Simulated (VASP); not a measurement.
Consider the following.

```
CELL_PARAMETERS angstrom
      0.00000     2.96291     2.96291
      2.96291     0.00000     2.96291
      2.96291     2.96291     0.00000
ATOMIC_POSITIONS crystal
  Pb 0.00000 0.00000 0.00000
  F  0.25000 0.25000 0.25000
  F  0.75000 0.75000 0.75000
```

Calculation: revTPSS meta-GGA, VASP's PBE PAW potentials (set 64) (plane waves; VASP). Settings: 520 eV cut-off, 7×7×7 Γ-centred mesh, tetrahedra with Blöchl corrections, potentials Pb_d F.

Unless said otherwise, spin-orbit coupling is left out, though it shifts the bands of the heavy elements here.

Task: Tabulate the total density of states (states/eV per cell) against energy (eV; zero at the valence-band maximum or, without a gap, the Fermi level).

Result: 
(E (eV), DOS (states/eV)): (-9.97, 0.00); (-9.25, 0.00); (-8.53, 0.00); (-7.69, 0.00); (-6.97, 0.00); (-6.25, 2.98); (-5.53, 0.52); (-4.81, 0.04); (-3.97, 0.00); (-3.25, 4.46); (-2.53, 3.53); (-1.81, 8.82); (-1.09, 0.30); (-0.25, 2.47); (0.47, 0.00); (1.19, 0.00); (1.91, 0.00); (2.75, 0.00); (3.47, 0.00); (4.19, 0.00); (4.91, 0.61); (5.63, 1.95); (6.47, 0.36); (7.19, 2.68); (7.91, 5.34)
Within 2 eV below the valence-band maximum the largest weight inside VASP's projection spheres is F p.

The compound is PbF2 in the fluorite structure, the β form. It was relaxed first.
